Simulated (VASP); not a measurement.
Here is a VASP 6.6.1 calculation.

The input INCAR:

```
ALGO = Fast
EDIFF = 1E-4
EDIFFG = -0.08
ENCUT = 520
GGA = PE
IBRION = 2
ISIF = 3
ISMEAR = 0
KPAR = 2
LASPH = T
LCHARG = F
LREAL = F
LWAVE = F
NELM = 60
NSW = 24
PREC = Normal
SIGMA = 0.15
```

KPOINTS

```
k-points
0
Gamma
  4 4 2
```

File POSCAR:

```
In2WSe3
1.0
    4.1270203400      0.0000000000      0.0000000000
    0.0000000000      4.1270203400      0.0000000000
    0.0000000000      0.0000000000      9.0922132800
In W Se
2 1 3
Direct
    0.0000000000      0.5000000000      0.7315000300
    0.5000000000      0.0000000000      0.2684999700
    0.0000000000      0.0000000000      0.0000000000
    0.0000000000      0.5000000000      0.3835000100
    0.5000000000      0.0000000000      0.6164999900
    0.5000000000      0.5000000000      0.0000000000
```

Potentials or basis: VASP PAW PBE potentials, release 64 (In_d, W_sv, Se).

Command:

```console
$ cat potpaw_PBE.64/In_d/POTCAR potpaw_PBE.64/W_sv/POTCAR potpaw_PBE.64/Se/POTCAR > POTCAR
$ mpirun -np 2 vasp_std > vasp.out
```

(1) What does it give for the space group after relaxing (to 0.05 Å)?

(2) What does it give for the relaxed volume?

Answers

(1) P-4m2 (No. 115).

(2) 23.41 Å³/atom.

Caveat: the k mesh is coarse (spacing up to 0.38 Å⁻¹), so the values aren't converged; this functional lacks dispersion, which binds the layers, so the pressure and a relaxed spacing across them are unreliable.
